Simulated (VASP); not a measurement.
VASP input:

### INCAR
```
SYSTEM = KTaO3
PREC = Accurate; ENCUT = 520; LREAL = .FALSE.
LASPH = .TRUE.
EDIFF = 1E-7; NELM = 100; ALGO = Normal
LMAXMIX = 6
ISMEAR = 0; SIGMA = 0.05
GGA = 91
ISIF = 2
LWAVE = .FALSE.; LCHARG = .FALSE.
```

File KPOINTS:
```
Automatic mesh
0
Gamma
6 6 6
0 0 0
```

File POSCAR:
```
KTaO3
4.1084370
  1.0000000301   0.0000000000   0.0000000000
  0.0000000000   1.0000000301   0.0000000000
  0.0000000000   0.0000000000   1.0000000301
K Ta O
1 1 3
Direct
  0.0000000000   0.0000000000   0.0000000000
  0.5000000000   0.5000000000   0.5000000000
  0.5000000000   0.0000000000   0.5000000000
  0.0000000000   0.5000000000   0.5000000000
  0.5000000000   0.5000000000   0.0000000000
```

POTCAR, in this order: K_sv Ta_pv O (PBE.64 set). Program: vasp_std.

Task: Write an equivalent input for Quantum ESPRESSO's pw.x.

Result: One equivalent input (not run):
```
&CONTROL
  calculation = 'scf'
  pseudo_dir = './pseudo'
  outdir = './out'
  tprnfor = .true.
  tstress = .true.
/
&SYSTEM
  ibrav = 0
  nat = 5
  ntyp = 3
  ecutwfc = 84
  occupations = 'smearing'
  smearing = 'gaussian'
  degauss = 0.003675
  input_dft = 'pw91'
/
&ELECTRONS
  conv_thr = 7.3e-09
  electron_maxstep = 100
/
ATOMIC_SPECIES
  K 39.098 K.upf
  Ta 180.948 Ta.upf
  O 15.999 O.upf
CELL_PARAMETERS angstrom
     4.1084371    0.0000000    0.0000000
     0.0000000    4.1084371    0.0000000
     0.0000000    0.0000000    4.1084371
ATOMIC_POSITIONS crystal
  K    0.0000000  0.0000000  0.0000000
  Ta   0.5000000  0.5000000  0.5000000
  O    0.5000000  0.0000000  0.5000000
  O    0.0000000  0.5000000  0.5000000
  O    0.5000000  0.5000000  0.0000000
K_POINTS automatic
  6 6 6 0 0 0
```
What does not carry over: the potentials are each code's own (VASP's PAW set, PseudoDojo norm-conserving files in pw.x), so ENCUT and ecutwfc are chosen apart and not converted; conv_thr bounds pw.x's estimated SCF error, while EDIFF bounds the energy change between steps.

The compound is KTaO3 in the cubic perovskite structure. This cell is one point of a volume scan, at 1.06 of the reference volume.
